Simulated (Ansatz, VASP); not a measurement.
# AlFe3B: VASP beside Ansatz

File INCAR:

```
PREC = Accurate
ENCUT = 520
EDIFF = 1E-7
ISMEAR = -1
SIGMA = 0.05
LREAL = False
LASPH = True
NELM = 150
ALGO = Normal
ISIF = 2
LWAVE = False
LCHARG = False
ISPIN = 2
MAGMOM = 3 3 3 0 0
LORBIT = 11
LMAXMIX = 4
GGA = PE
NBANDS = 27
```

Contents of KPOINTS:

```
Automatic mesh
0
Gamma
  7 7 7
```

The input POSCAR:

```
AlFe3B
1.0
    3.7706626674      0.0000000000      0.0000000000
    0.0000000000      3.7706626674      0.0000000000
    0.0000000000      0.0000000000      3.7706626674
Fe Al B
3 1 1
Direct
    0.0000000000      0.0000000000      0.5000000000
    0.0000000000      0.5000000000      0.0000000000
    0.5000000000      0.0000000000      0.0000000000
    0.5000000000      0.5000000000      0.5000000000
    0.0000000000      0.0000000000      0.0000000000
```

The input input.yaml:

```yaml
crystal:
  lattice:
    - [3.7706626674, 0.0, 0.0]
    - [0.0, 3.7706626674, 0.0]
    - [0.0, 0.0, 3.7706626674]
  atoms:
    - { symbol: Fe, position: [0.0, 0.0, 0.5], spin: 3.0 }
    - { symbol: Fe, position: [0.0, 0.5, 0.0], spin: 3.0 }
    - { symbol: Fe, position: [0.5, 0.0, 0.0], spin: 3.0 }
    - { symbol: Al, position: [0.5, 0.5, 0.5] }
    - { symbol: B, position: [0.0, 0.0, 0.0] }
hamiltonian:
  xc: pbe
  pseudopotentials: { kind: paw }
magnetization:
  spin_polarized: true
kpoints:
  mp_grid: { grid: [7, 7, 7] }
scf:
  occupations: { method: fermi_dirac, width: 0.05 }
output:
  forces: true
  stress: true
  eigenvalues: true
```

Change from the starting cell: volume scaled by 0.96.

Alike in both runs: task single point; functional PBE; k mesh 7 × 7 × 7; occupations fermi-dirac, width 0.05 eV; collinear spin, ferromagnetic start.

|  | VASP | Ansatz |
| --- | --- | --- |
| version | VASP 6.6.1 | Ansatz 0.2.0 |
| potentials or method | VASP PAW PBE potentials, release 64 (Fe, Al, B) | Ansatz PAW |
| plane-wave cutoff (eV) | 520 | 420 |
| valence electrons in the cell | 30 | 54 |

Ansatz gave:

- gap on the k mesh at the Fermi level (eV): none
- pressure (GPa): 7.2
- net moment per atom (μB): 0.81
- size of the moment on the site where the two differ most (μB): 1.35

Task: Which values does VASP return?

Result: gap on the k mesh at the Fermi level (eV): none; pressure (GPa): 7.6; net moment per atom (μB): 0.81; size of the moment on the site where the two differ most (μB): 1.45.

Site moments also hang on the region over which each program counts them. A gap of «none» marks a metal or a gap that the smearing closes. The two sets of potentials don't hold the same shells in valence.
